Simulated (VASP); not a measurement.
Consider the following.

```
CELL_PARAMETERS angstrom
      0.00000     2.02731     2.02731
      2.02731     0.00000     2.02731
      2.02731     2.02731     0.00000
ATOMIC_POSITIONS crystal
  Li 0.00000 0.00000 0.00000
  H  0.50000 0.50000 0.50000
```

Calculation: RPBE GGA, VASP's PBE PAW potentials (set 64) (plane waves; VASP). Run with 520 eV cut-off, Gaussian smearing of 0.050 eV, potentials Li_sv H.

**Question.** Estimate the band gap (along the path) with the smallest direct gap where there is one.

**Answer.** 
```json
{
 "band gap (along the path)": "3.16 eV",
 "smallest direct gap (along the path)": "3.16 eV"
}
```

The compound is LiH in the rock salt structure. It was relaxed first.
